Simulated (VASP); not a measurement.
VASP ran on this input.

INCAR:
```
SYSTEM = CdTe
PREC = Accurate
ENCUT = 520
EDIFF = 1E-6
NELM = 100
ALGO = Normal
LREAL = .FALSE.
LASPH = .TRUE.
ISMEAR = 0
SIGMA = 0.05
GGA = PE
IVDW = 11
LMAXMIX = 4
LWAVE = .FALSE.
LCHARG = .FALSE.
IBRION = 2
ISIF = 3
NSW = 60
EDIFFG = -0.01
```

### KPOINTS
```
kpoints
0
Gamma
 6 6 6
```

**POSCAR**
```
CdTe
1
   -0.0000000000     3.2666962111     3.2666962111
    3.2666962111    -0.0000000000     3.2666962111
    3.2666962111     3.2666962111    -0.0000000000
Cd Te
1 1
Direct
  0.0000000000   0.0000000000   0.0000000000
  0.2500000000   0.2500000000   0.2500000000
```

POTCAR, in this order: Cd Te (PBE.64 set). Program: vasp_std.

Question: Write an equivalent input for Quantum ESPRESSO's pw.x.

Answer: One equivalent input (not run):
```
&CONTROL
  calculation = 'vc-relax'
  pseudo_dir = './pseudo'
  outdir = './out'
  tprnfor = .true.
  tstress = .true.
  nstep = 60
  forc_conv_thr = 0.00039
/
&SYSTEM
  ibrav = 0
  nat = 2
  ntyp = 2
  ecutwfc = 102
  occupations = 'smearing'
  smearing = 'gaussian'
  degauss = 0.003675
  input_dft = 'pbe'
  vdw_corr = 'grimme-d3'
  dftd3_version = 3
  dftd3_threebody = .false.
/
&ELECTRONS
  conv_thr = 7.3e-08
  electron_maxstep = 100
/
&IONS
/
&CELL
/
ATOMIC_SPECIES
  Cd 112.414 Cd.upf
  Te 127.600 Te.upf
CELL_PARAMETERS angstrom
    -0.0000000    3.2666962    3.2666962
     3.2666962   -0.0000000    3.2666962
     3.2666962    3.2666962   -0.0000000
ATOMIC_POSITIONS crystal
  Cd   0.0000000  0.0000000  0.0000000
  Te   0.2500000  0.2500000  0.2500000
K_POINTS automatic
  6 6 6 0 0 0
```
Limits of the translation: the potentials are each code's own (VASP's PAW set, PseudoDojo norm-conserving files in pw.x), so ENCUT and ecutwfc are chosen apart and not converted; conv_thr bounds pw.x's estimated SCF error, while EDIFF bounds the energy change between steps; forc_conv_thr acts on force components and is met together with etot_conv_thr.

The compound is CdTe in the zinc blende structure. It was relaxed first. The start is the result of an earlier pass.
